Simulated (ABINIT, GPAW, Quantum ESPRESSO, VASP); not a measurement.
## One structure in several programs: AgNO3 (R3m, 5 atoms in the cell)

Self-consistent single point, at a second geometry (lattice scaled by 0.98). First geometry:

```yaml
crystal:
  lattice:
    - [2.52771, -1.45938, 2.80851]
    - [0.00000, 2.91875, 2.80851]
    - [-2.52771, -1.45938, 2.80851]
  atoms:
    - { symbol: Ag, position: [0.99804, 0.99804, 0.99804] }
    - { symbol: N, position: [0.57411, 0.57411, 0.57411] }
    - { symbol: O, position: [0.43488, 0.43488, 0.85948] }
    - { symbol: O, position: [0.85948, 0.43488, 0.43488] }
    - { symbol: O, position: [0.43488, 0.85948, 0.43488] }
```

Shared settings, as Quantum ESPRESSO writes them: occupations = smearing; smearing = fermi-dirac; degauss = 0.000734986 Ry; K_POINTS = automatic 6 6 6 0 0 0. Potentials and cutoffs stand in the table.

| code | model | ΔF from the first geometry (meV/atom) | pressure (GPa) | largest force (eV/Å) | gap on the mesh (eV) | cutoff |
|---|---|---|---|---|---|---|
| Quantum ESPRESSO | PBEsol, GBRV 1.5 ultrasoft (PBESOL) pseudopotentials | 38.6 | 12.56 | 3.530 | 1.573 | 40 Ry |
| ABINIT | PBEsol, norm-conserving pseudopotentials (PseudoDojo nc-sr-04 PBEsol standard) | 35.6 | 12.49 | 3.373 | 1.554 | 1143 eV |
| VASP | PBEsol, VASP's PBE PAW potentials (set 64) | 46.0 | 8.02 | 4.135 | 1.559 | 400 eV |
| GPAW | PBEsol, GPAW PAW datasets PBEsol (made by gpaw-setup) | 36.0 | – | 3.363 | 1.553 | 900 eV |

For Quantum ESPRESSO (by 0.7 GPa) and VASP (by 6.8 GPa) the energy change implies a higher mean pressure, against the two pressures, than for the other programs: a sign of finite-basis (Pulay) stress.

Size of the force on each atom (eV/Å): Sizes of forces hide their directions.

```
code                Ag1     N2     O3     O4     O5
----------------  -----  -----  -----  -----  -----
Quantum ESPRESSO  0.001  0.108  3.530  3.530  3.530
ABINIT            0.002  0.113  3.373  3.373  3.373
VASP              0.022  0.137  4.135  4.135  4.135
GPAW              0.002  0.107  3.363  3.363  3.363
```

A dash marks a value that a program does not give, or that is left out as unsure.

Gaps are read on the mesh.

The spread over the programs that give each value: ΔF from the first geometry within 10.4 meV/atom; pressure within 4.54 GPa; largest force within 0.772 eV/Å; gap on the mesh within 0.020 eV.

The pressure of GPAW is left out: its cutoff lies under the one at which its stress was checked. In the pressure, VASP (by 4.47) lies more than 1 GPa from the median of the plane-wave programs. In the force vectors, VASP (by 0.683) and GPAW (by 0.089) lie more than 0.08 eV/Å from the median of the plane-wave programs.

VASP's run is marked for a possible Pulay error in its stress at this cutoff; no cutoff test was made.

The starting cell comes from a database of computed structures (which also holds hypothetical and non-ambient phases and stackings), without a prior relaxation at this level. Its lattice was rescaled by a random factor within 2.5 % of one. For this run, on top of that: lattice scaled by 0.98.

Left out of this page: Ansatz, CP2K, FLEUR and SIESTA (not drawn, or without a comparable value).
